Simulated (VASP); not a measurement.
Output of a VASP run:

File OSZICAR:
```
...
   2 F= -.69821201E+03 E0= -.69821699E+03  d E =-.267386E-01
       N       E                     dE             d eps       ncg     rms          rms(c)
DAV:   1    -0.698210888077E+03    0.11228E-02   -0.82260E-02 14304   0.114E+00    0.804E-02
RMM:   2    -0.698212100804E+03   -0.12127E-02   -0.13615E-02 14806   0.236E-01    0.360E-02
RMM:   3    -0.698212283244E+03   -0.18244E-03   -0.16659E-03 13976   0.729E-02    0.323E-02
RMM:   4    -0.698212313427E+03   -0.30182E-04   -0.41011E-04 15304   0.267E-02    0.234E-02
RMM:   5    -0.698212314301E+03   -0.87400E-06   -0.10243E-04 12763   0.164E-02    0.112E-02
RMM:   6    -0.698212312885E+03    0.14152E-05   -0.24135E-05  8947   0.751E-03
   3 F= -.69821231E+03 E0= -.69821727E+03  d E =-.270416E-01
       N       E                     dE             d eps       ncg     rms          rms(c)
DAV:   1    -0.698187721112E+03    0.24593E-01   -0.18340E+00 13432   0.546E+00    0.373E-01
RMM:   2    -0.698214570927E+03   -0.26850E-01   -0.30421E-01 14827   0.112E+00    0.138E-01
RMM:   3    -0.698218555094E+03   -0.39842E-02   -0.35151E-02 14080   0.346E-01    0.125E-01
RMM:   4    -0.698219280297E+03   -0.72520E-03   -0.88284E-03 16297   0.127E-01    0.859E-02
RMM:   5    -0.698219295899E+03   -0.15602E-04   -0.14178E-03 14107   0.627E-02    0.266E-02
RMM:   6    -0.698219317404E+03   -0.21505E-04   -0.42902E-04 16121   0.292E-02    0.161E-02
RMM:   7    -0.698219319743E+03   -0.23394E-05   -0.77922E-05 13887   0.140E-02
   4 F= -.69821932E+03 E0= -.69822428E+03  d E =-.700686E-02
       N       E                     dE             d eps       ncg     rms          rms(c)
DAV:   1    -0.698215943006E+03    0.33744E-02   -0.22865E-01 13792   0.193E+00    0.131E-01
RMM:   2    -0.698219307242E+03   -0.33642E-02   -0.37876E-02 14831   0.396E-01    0.490E-02
RMM:   3    -0.698219807075E+03   -0.49983E-03   -0.44250E-03 14076   0.122E-01    0.441E-02
RMM:   4    -0.698219897238E+03   -0.90163E-04   -0.11070E-03 15576   0.445E-02    0.295E-02
RMM:   5    -0.698219900886E+03   -0.36485E-05   -0.17854E-04 13543   0.223E-02    0.100E-02
RMM:   6    -0.698219903074E+03   -0.21872E-05   -0.52761E-05 11214   0.105E-02
   5 F= -.69821990E+03 E0= -.69822484E+03  d E =-.759019E-02
       N       E                     dE             d eps       ncg     rms          rms(c)
DAV:   1    -0.698219830835E+03    0.70052E-04   -0.44777E-03 14400   0.269E-01    0.190E-02
RMM:   2    -0.698219897449E+03   -0.66615E-04   -0.74932E-04 14099   0.558E-02    0.720E-03
RMM:   3    -0.698219908199E+03   -0.10750E-04   -0.95899E-05 13290   0.174E-02    0.639E-03
RMM:   4    -0.698219910006E+03   -0.18064E-05   -0.22064E-05  9433   0.652E-03
   6 F= -.69821991E+03 E0= -.69822485E+03  d E =-.759712E-02
       N       E                     dE             d eps       ncg     rms          rms(c)
DAV:   1    -0.698215972845E+03    0.39354E-02   -0.28452E-01 13792   0.223E+00    0.150E-01
RMM:   2    -0.698220246971E+03   -0.42741E-02   -0.48512E-02 14820   0.451E-01    0.536E-02
RMM:   3    -0.698220880495E+03   -0.63352E-03   -0.55193E-03 13995   0.139E-01    0.501E-02
RMM:   4    -0.698220992703E+03   -0.11221E-03   -0.13161E-03 15874   0.499E-02    0.358E-02
RMM:   5    -0.698220993393E+03   -0.68992E-06   -0.20369E-04 13517   0.247E-02    0.890E-03
RMM:   6    -0.698220997747E+03   -0.43539E-05   -0.60291E-05 11692   0.115E-02
   7 F= -.69822100E+03 E0= -.69822596E+03  d E =-.108774E-02
```

**OUTCAR**
```
------------------------ aborting loop because EDIFF is reached ----------------------------------------
  FORCE on cell =-STRESS in cart. coord.  units (eV):
  Direction    XX          YY          ZZ          XY          YZ          ZX
  --------------------------------------------------------------------------------------
  Total        1.3991740      1.4068581      1.4039426     -0.0006186     -0.0014271      0.0017322
  in kB        2.5644765      2.5785602      2.5732166     -0.0011338     -0.0026156      0.0031748
  external PRESSURE =       2.5720844 kB  Pullay stress =       0.0000000 kB
  volume of cell :      874.15
      direct lattice vectors                 reciprocal lattice vectors
     9.561540358  0.000000000  0.000000000     0.104585659  0.000000000  0.000000000
     0.000000000  9.561540358  0.000000000     0.000000000  0.104585659  0.000000000
     0.000000000  0.000000000  9.561540358     0.000000000  0.000000000  0.104585659
 POSITION                                       TOTAL-FORCE (eV/Angst)
 -----------------------------------------------------------------------------------
      0.00075      9.55986      9.56111         0.020400     -0.003714     -0.018216
      3.19006      9.56028      9.55741         0.017725     -0.002097     -0.000010
      6.37308      9.56022      9.55911         0.018730     -0.002234     -0.004210
      0.00232      3.18744      9.55901         0.010353     -0.001743     -0.002169
      0.00600      9.55807      3.18891        -0.009735      0.006192     -0.020340
      1.60009      1.59193      1.59183        -0.007378      0.008920     -0.000685
      3.19005      3.18627      9.55732         0.003614     -0.005576      0.004968
      3.19307      9.55839      3.18321        -0.007737      0.005659      0.000284
      4.78541      1.58833      1.58886        -0.005510      0.007721     -0.004713
      6.37660      3.18655      9.55799         0.009423     -0.010064      0.002011
      6.37999      9.55874      3.18488        -0.009320      0.005560     -0.006333
      7.97102      1.59357      1.59412        -0.005822     -0.001931     -0.011361
      0.00337      6.37034      9.55701         0.005285      0.001396      0.003370
      0.00530      3.18393      3.18516        -0.008885      0.008170     -0.008769
      1.59613      4.77763      1.58640        -0.009013      0.006904      0.006631
      3.19078      6.37338      9.55532         0.003744     -0.006950      0.017380
      0.00344      9.56045      6.37184        -0.001536     -0.001431     -0.017488
      1.59547      1.58869      4.77742        -0.003361      0.002955     -0.001792
      3.18156      3.17471      3.17280        -0.002507     -0.001794      0.011549
      4.78467      4.77880      1.58588         0.007068     -0.006370      0.005563
      6.37797      6.37292      9.55749        -0.000339     -0.002015      0.005966
      3.19009      9.55943      6.36976         0.007534      0.000809      0.007370
      4.78452      1.58925      4.77781         0.002143     -0.001811      0.000205
      6.38945      3.17490      3.17365        -0.011766      0.000685      0.002534
      7.97510      4.77902      1.58876        -0.007190     -0.000173     -0.006290
      6.37711      9.56088      6.37182         0.007610     -0.006750     -0.006107
      7.97473      1.58846      4.77951        -0.004072      0.006450     -0.011341
      0.00485      6.37106      3.18257        -0.008848      0.004976      0.006226
      1.59726      7.96312      1.59128         0.006680      0.005496      0.003530
      0.00572      3.18673      6.37178        -0.009226     -0.009062     -0.005555
      1.59651      4.77883      4.77678        -0.003321     -0.005267     -0.002469
      3.18134      6.38142      3.17208        -0.007218      0.010660      0.005594
      4.78232      7.96700      1.58647         0.012513      0.010433      0.007312
      1.59876      1.59403      7.96269         0.000623     -0.003309      0.004712
      3.18223      3.17512      6.38082        -0.003626     -0.001250     -0.000524
      6.38855      6.38188      3.17385        -0.006667      0.007772     -0.002696
      7.96804      7.96406      1.59228         0.009484      0.004339     -0.000679
      4.78404      1.59044      7.96797         0.004724     -0.004595     -0.005682
      6.39004      3.17530      6.38035        -0.011182      0.008355      0.012692
      7.97606      4.77869      4.77769        -0.004095     -0.005104      0.001196
      7.96996      1.59478      7.96493        -0.000905     -0.008579     -0.009864
      0.00336      6.37356      6.36970         0.002859     -0.005952      0.003818
      1.59642      7.96746      4.77714        -0.006736      0.007316      0.001126
      1.59331      4.77967      7.96587         0.006541     -0.005501      0.005728
      3.18089      6.38186      6.37961        -0.005985      0.011672      0.007044
      4.78537      7.96881      4.77692         0.003224     -0.004080     -0.005568
      4.78360      4.77985      7.96508         0.001970     -0.002469      0.006076
      6.38853      6.38370      6.38053        -0.010020     -0.004227      0.009438
      7.97524      7.96799      4.77779        -0.001501      0.001920     -0.002028
      7.97265      4.78017      7.96732         0.006389     -0.008204     -0.002015
      1.59808      7.96509      7.96228         0.003694     -0.003118      0.006734
      4.78374      7.96992      7.96545         0.005540     -0.007426      0.008609
      7.96932      7.96578      7.96336         0.002339     -0.005351     -0.002888
      4.78637      4.77850      4.77591        -0.006710      0.003786      0.002127
 -----------------------------------------------------------------------------------
    total drift:                                0.198348     -0.093669     -0.183342
...
```
(Selected blocks of OUTCAR.)

**POSCAR**
```
TaW53
1
    9.5615403575    -0.0000000000    -0.0000000000
    0.0000000000     9.5615403575     0.0000000000
    0.0000000000     0.0000000000     9.5615403575
W Ta
53 1
Direct
  0.0000010207   0.9997925338   0.0000289691
  0.3334238019   0.0000988608   0.9997435981
  0.6662546423   0.0000810865   0.9997784100
  0.0002850054   0.3334730107   0.9999665731
  0.0000189554   0.0001629282   0.3337663622
  0.1670724587   0.1666592322   0.1669617958
  0.3333046482   0.3333087343   0.9996899616
  0.3340837287   0.9997326535   0.3333520156
  0.4999335338   0.1649857434   0.1663700060
  0.6669039245   0.3330628362   0.9994793193
  0.6675478024   0.0003246529   0.3330292893
  0.8334255435   0.1666713616   0.1666465523
  0.0003389728   0.6662560492   0.9997690328
  0.9998806550   0.3327321320   0.3328517330
  0.1674154644   0.4995925272   0.1663531224
  0.3337327428   0.6662819333   0.9996292545
  0.9996777671   0.0003440160   0.6665981077
  0.1666159730   0.1649468169   0.5002227747
  0.3331584610   0.3308043207   0.3318426728
  0.5006012816   0.4985897280   0.1641168141
  0.6667124125   0.6664873297   0.9999886665
  0.3339439383   0.9998610142   0.6660088188
  0.5017132608   0.1653366025   0.5010612727
  0.6687142666   0.3313043251   0.3322631947
  0.8343742597   0.4998706339   0.1660371575
  0.6670643379   0.0003292690   0.6666822484
  0.8334285025   0.1661295436   0.5005348283
  0.0000598721   0.6660869705   0.3333453412
  0.1663919833   0.8334643188   0.1667137683
  0.0014428967   0.3331982745   0.6667197226
  0.1691284194   0.4990124607   0.4987837050
  0.3331643068   0.6668873347   0.3307330170
  0.4997348465   0.8334413882   0.1652281793
  0.1670631052   0.1669637444   0.8326479087
  0.3336281355   0.3323462179   0.6669298814
  0.6690260827   0.6669320798   0.3315395300
  0.8333566247   0.8335022686   0.1663090808
  0.5000267563   0.1665223598   0.8337733965
  0.6686990634   0.3333955108   0.6684922519
  0.8355135155   0.4993816488   0.5000688266
  0.8330528155   0.1670744815   0.8333514898
  0.9997437237   0.6662000521   0.6658159951
  0.1669716812   0.8334719959   0.4995272368
  0.1664057972   0.4999588837   0.8324522357
  0.3318147925   0.6680134696   0.6652349649
  0.5014927880   0.8332537593   0.4987547611
  0.4979034280   0.5009506248   0.8319239556
  0.6672503754   0.6680460409   0.6675661979
  0.8344422977   0.8323822554   0.5003129224
  0.8336220733   0.5006289276   0.8344404305
  0.1668113876   0.8334538239   0.8332680932
  0.4996914655   0.8337284642   0.8333809940
  0.8333541422   0.8328995509   0.8332769291
  0.5021252625   0.5009952174   0.4972236337
```

Write an INCAR and KPOINTS that could have produced this output.

This is not unique; one that fits is the input of the run itself, PBE GGA, plane waves, VASP's PBE PAW potentials (set 64).

### KPOINTS
```
Automatic mesh
0
Gamma
3 3 3
0 0 0
```

**INCAR**
```
SYSTEM = TaW53
PREC = Normal
ENCUT = 400
EDIFF = 1E-5
NELM = 100
ALGO = Fast
LREAL = Auto
LASPH = .TRUE.
ISMEAR = 1
SIGMA = 0.1
GGA = PE
LMAXMIX = 6
LWAVE = .FALSE.
LCHARG = .FALSE.
NELMIN = 4
ISYM = 0
IBRION = 2
ISIF = 2
NSW = 120
EDIFFG = -0.03
```

POTCAR, in this order: W_sv Ta (PBE.64 set). Program: vasp_std.

The cell is a supercell with a defect, built from W (bcc): Ta_W. The run is not spin-polarised, so no state with unpaired spins was tried.
